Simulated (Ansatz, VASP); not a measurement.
# Ce3B: VASP beside Ansatz, part 2 of 2

Aim: how closely do two programs agree when they are given the same cell, functional and k mesh? The cell is invented: As first built, before any earlier steps moved the atoms (in the runner's words): it takes the Ce3Al structure with some of its atoms replaced by other elements, volume scaled by an estimate. It may not be a known or stable phase. The cell is taken from a series of VASP runs on this material, whose earlier steps may have relaxed, scaled or displaced it; both programs get it as it stands.

VASP 6.6.1 and Ansatz 0.2.0.

So far. Step 2 (Ansatz: single point, PBE): The run ends at a pressure of 0.55 GPa.

In doubt: a part-filled 4f shell, where there is one, can sit in one of many states, so energies may not be the lowest and differences between runs may mislead; derivatives with an open 4f shell can jump between states, which bears on forces and vibrations.

### Step 3. VASP: single point, PBE

Level of this step: PBE, spin-polarised from a ferromagnetic start; plane waves and PAW (Ce, B); invented cell (VASP).

The same cell, functional, mesh and smearing now go to VASP, with its own data sets and cutoff.

Lines of VASP's logs that name or quote its potential files are left out, and so is its time.

Contents of INCAR:

```
SYSTEM = Ce3B
PREC = Accurate
ENCUT = 420
EDIFF = 1E-06
NELM = 100
ISMEAR = -1
SIGMA = 0.05
LREAL = .FALSE.
ALGO = Normal
GGA = PE
ISPIN = 2
MAGMOM = 1 1 1 0
LMAXMIX = 6
LORBIT = 11
LWAVE = .FALSE.
LCHARG = .TRUE.
ISIF = 2
LELF = .TRUE.
LVHAR = .TRUE.
```

Contents of POSCAR:

```
Ce3B
1.0
    4.3673661331      0.0000000000      0.0000000000
    0.0000000000      4.3673661331      0.0000000000
    0.0000000000      0.0000000000      4.3673661331
Ce B
3 1
Direct
    0.5000000000      0.5000000000      0.0000000000
    0.5000000000      0.0000000000      0.5000000000
    0.0000000000      0.5000000000      0.5000000000
    0.0000000000      0.0000000000      0.0000000000
```

Contents of KPOINTS:

```
Automatic mesh
0
Gamma
5 5 5
0 0 0
```

Potentials, in the order of the species: Ce and B (PBE family, release 64).

Launch:

```
mpirun -np 2 vasp_std
```

Numbers of over 12 decimals in the logs are rounded to 6 here.

What it wrote:

```text
[banner, memory and clock lines left out]
running    2 mpi-ranks, on    1 nodes
 distrk:  each k-point on    2 cores,    1 groups
 distr:  one band on    1 cores,    2 groups

 POSCAR found type information on POSCAR CeB
 POSCAR found :  2 types and       4 ions
 LDA part: xc-table for (Slater+PW92), standard interpolation
 POSCAR, INCAR and KPOINTS ok, starting setup
 FFT: planning ... GRIDC
 FFT: planning ... GRID_SOFT
 FFT: planning ... GRID
 WAVECAR not read
 entering main loop
       N       E                     dE             d eps       ncg     rms          rms(c)
DAV:   1     0.401948444348E+03    0.40195E+03   -0.13799E+04  1040   0.162E+03
DAV:   2     0.417251962124E+02   -0.36022E+03   -0.35284E+03  1472   0.344E+02
DAV:   3    -0.206553068018E+02   -0.62381E+02   -0.61420E+02  1680   0.167E+02
DAV:   4    -0.248224492854E+02   -0.41671E+01   -0.40860E+01  1944   0.423E+01
DAV:   5    -0.251856724652E+02   -0.36322E+00   -0.36151E+00  1952   0.122E+01    0.230E+01
DAV:   6    -0.252907730690E+02   -0.10510E+00   -0.46487E+01  1498   0.339E+01    0.125E+01
DAV:   7    -0.239795548848E+02    0.13112E+01   -0.48757E+01  1790   0.384E+01    0.117E+01
DAV:   8    -0.233931474356E+02    0.58641E+00   -0.37240E+00  1742   0.117E+01    0.373E+00
DAV:   9    -0.233527373502E+02    0.40410E-01   -0.10520E+00  2000   0.515E+00    0.107E+00
DAV:  10    -0.233673257264E+02   -0.14588E-01   -0.13278E-01  2008   0.228E+00    0.862E-01
DAV:  11    -0.233715332131E+02   -0.42075E-02   -0.30877E-02  2008   0.900E-01    0.715E-01
DAV:  12    -0.233714458911E+02    0.87322E-04   -0.14635E-02  1920   0.852E-01    0.306E-01
DAV:  13    -0.233717323054E+02   -0.28641E-03   -0.51367E-03  1944   0.455E-01    0.968E-02
DAV:  14    -0.233718472865E+02   -0.11498E-03   -0.96253E-04  2048   0.181E-01    0.743E-02
DAV:  15    -0.233719570264E+02   -0.10974E-03   -0.68734E-04  1864   0.169E-01    0.690E-02
DAV:  16    -0.233720060890E+02   -0.49063E-04   -0.18661E-04  1968   0.822E-02    0.534E-02
DAV:  17    -0.233720364063E+02   -0.30317E-04   -0.97798E-05  1856   0.579E-02    0.379E-02
DAV:  18    -0.233720503338E+02   -0.13928E-04   -0.36143E-05  1880   0.349E-02    0.245E-02
DAV:  19    -0.233720578937E+02   -0.75599E-05   -0.34539E-05  1792   0.328E-02    0.120E-02
DAV:  20    -0.233720585057E+02   -0.61199E-06   -0.31628E-05  1712   0.311E-02    0.389E-03
DAV:  21    -0.233720589890E+02   -0.48326E-06   -0.30336E-06  1168   0.134E-02
   1 F= -.23372059E+02 E0= -.23323475E+02  d E =-.971689E-01  mag=     0.9302
```

From OUTCAR (step 3):

```text
ion  position               nearest neighbor table
   1  0.500  0.500  0.000-   2 3.09   3 3.09   2 3.09   3 3.09   2 3.09   2 3.09   3 3.09   3 3.09

  LATTYP: Found a simple cubic cell.
 ALAT       =     4.3673661331

 Subroutine GETGRP returns: Found 48 space group operations
 (whereof 48 operations were pure point group operations)

The static configuration has the point symmetry O_h .

 Found     10 irreducible k-points:

   k-points           NKPTS =     10   k-points in BZ     NKDIM =     10   number of bands    NBANDS=     26

   dimension x,y,z NGX =    30 NGY =   30 NGZ =   30
   dimension x,y,z NGXF=    60 NGYF=   60 NGZF=   60

   ENCUT  =  420.0 eV  30.87 Ry    5.56 a.u.   7.30  7.30  7.30*2*pi/ulx,y,z

   NELECT =      39.0000    total number of electrons

 k-points in reciprocal lattice and weights: Automatic mesh
   0.00000000  0.00000000  0.00000000       0.008
   0.20000000  0.00000000  0.00000000       0.048
   0.40000000  0.00000000  0.00000000       0.048
   0.20000000  0.20000000  0.00000000       0.096
   0.40000000  0.20000000  0.00000000       0.192
   0.40000000  0.40000000  0.00000000       0.096
   0.20000000  0.20000000  0.20000000       0.064
   0.40000000  0.20000000  0.20000000       0.192
   0.40000000  0.40000000  0.20000000       0.192
   0.40000000  0.40000000  0.40000000       0.064

 average (electrostatic) potential at core
       1 -74.4406       2 -74.4406       3 -74.4406       4 -23.3000

 E-fermi :   9.2231

 spin component 1
 k-point     1 :       0.0000    0.0000    0.0000
  band No.  band energies     occupation
    ...
     19       7.9180      1.00000
     20       9.0666      0.95816
     21       9.0666      0.95816
     22       9.0666      0.95816
     23       9.1570      0.78939
     24       9.7593      0.00002
     25       9.7593      0.00002
     26       9.7594      0.00002

 k-point     2 :       0.2000    0.0000    0.0000
  band No.  band energies     occupation
    ...
     19       8.4696      1.00000
     20       9.0747      0.95116
     21       9.0747      0.95116
     22       9.1314      0.86237
     23       9.1652      0.76102
     24       9.6431      0.00022
     25       9.7937      0.00001
     26       9.8093      0.00001

 k-point     3 :       0.4000    0.0000    0.0000
  band No.  band energies     occupation
    ...
     15       7.7212      1.00000
     16       7.8040      1.00000
     17       8.1006      1.00000
     18       8.1006      1.00000
     19       9.0773      0.94868
     20       9.3227      0.12008
     21       9.4363      0.01389
     22       9.4363      0.01389
     23       9.4400      0.01289
     24       9.6932      0.00008
    ...

 k-point     4 :       0.2000    0.2000    0.0000
  band No.  band energies     occupation
    ...
     16       7.6772      1.00000
     17       7.9480      1.00000
     18       8.2634      1.00000
     19       8.3352      1.00000
     20       8.7302      0.99995
     21       9.4045      0.02588
     22       9.4109      0.02286
     23       9.4742      0.00656
     24       9.6349      0.00027
     25       9.7059      0.00006
    ...

 k-point     5 :       0.4000    0.2000    0.0000
  band No.  band energies     occupation
    ...
     16       7.9791      1.00000
     17       8.0093      1.00000
     18       8.3514      1.00000
     19       9.0724      0.95322
     20       9.1780      0.71142
     21       9.4126      0.02211
     22       9.5484      0.00149
     23       9.5845      0.00073
     24       9.6816      0.00010
     25       9.7685      0.00002
    ...

 k-point     6 :       0.4000    0.4000    0.0000
  band No.  band energies     occupation
    ...
     16       8.1440      1.00000
     17       8.3641      1.00000
     18       9.0640      0.96019
     19       9.0862      0.93930
     20       9.1931      0.64578
     21       9.2266      0.48270
     22       9.3263      0.11257
     23       9.7226      0.00005
     24       9.7363      0.00003
     25       9.8294      0.00001
    ...

  Total       -0.0221974     -0.0221974     -0.0221974     -0.0000000     -0.0000000      0.0000000
  in kB       -0.4269268     -0.4269268     -0.4269268     -0.0000000     -0.0000000      0.0000000
  external PRESSURE =      -0.4269268 kB  Pullay stress =       0.0000000 kB

  energy-cutoff  :      420.00
  volume of cell :       83.30
      direct lattice vectors                 reciprocal lattice vectors
     4.367366133  0.000000000  0.000000000     0.228970956  0.000000000  0.000000000
     0.000000000  4.367366133  0.000000000     0.000000000  0.228970956  0.000000000
     0.000000000  0.000000000  4.367366133     0.000000000  0.000000000  0.228970956

 POSITION                                       TOTAL-FORCE (eV/Angst)
 -----------------------------------------------------------------------------------
      2.18368      2.18368      0.00000         0.000000      0.000000      0.000000
      2.18368      0.00000      2.18368         0.000000      0.000000      0.000000
      0.00000      2.18368      2.18368         0.000000      0.000000      0.000000
      0.00000      0.00000      0.00000         0.000000      0.000000      0.000000
 -----------------------------------------------------------------------------------
    total drift:                                0.000000      0.000000     -0.000000

  FREE ENERGIE OF THE ION-ELECTRON SYSTEM (eV)
  ---------------------------------------------------
  free  energy   TOTEN  =       -23.3720589890 eV

  energy  without entropy=      -23.2748900629  energy(sigma->0) =      -23.32347453

 total charge
# of ion       s       p       d       f       tot
--------------------------------------------------
    1        2.054   5.583   1.346   1.059  10.042
    2        2.054   5.583   1.346   1.059  10.042
    3        2.054   5.583   1.346   1.059  10.042
    4        0.699   0.819   0.000   0.000   1.518
--------------------------------------------------
tot          6.861  17.569   4.037   3.176  31.643

 magnetization (x)
# of ion       s       p       d       f       tot
--------------------------------------------------
    1        0.002   0.001   0.042   0.234   0.279
    2        0.002   0.001   0.042   0.234   0.279
    3        0.002   0.001   0.042   0.234   0.279
    4       -0.002  -0.014   0.000   0.000  -0.016
--------------------------------------------------
tot          0.005  -0.012   0.126   0.701   0.820

[... 6 further parts left out ...]
```

The magnetic state follows from one typed start and may not be the lowest. With spin, VASP writes an ELF for each channel. Without U or exact exchange, f electrons of an open shell come out too delocalised.

### Step 4. Comparison

Known differences besides the potentials themselves: VASP leaves aspherical gradient terms in its spheres out (LASPH is not set), Ansatz keeps them; site moments are counted in spheres of each program's own size. Total energies have different zeros and are not compared.

Both answers:

```csv
quantity,Ansatz,VASP,difference
pressure (GPa),0.55,-0.04,+0.60
total moment (μB),1.25,0.93,+0.32
moment on Ce1 (μB),0.36,0.28,+0.08
moment on Ce2 (μB),0.36,0.28,+0.08
moment on Ce3 (μB),0.36,0.28,+0.08
```

By their total or site moments the two runs ended in different magnetic states; the other differences may follow from that, so they don't measure the programs' precision.

### Step 5. Results

```yaml
difference_in_total_moment_single_point_pbe: 0.32 μB
```

**Reading.** The difference in total moment is 0.32 μB (single point, PBE). The runs of the single point, PBE pair ended with unlike moments, so it says little about numerical agreement. How closely two codes agree says nothing of how well the functional describes the real material.

[Lines on the potential files, build, host, timing and source positions are cut from VASP's logs without a mark.]

[Logs are printed without paths, hosts, clocks, repeated set-up lines and the standing remarks that a program may print on its own settings, such as how far it seeks lower states.]

[Hosts, paths, dates, database ids (printed as entryN), source tags and the programs' standing remarks are cut or masked in the printed files.]
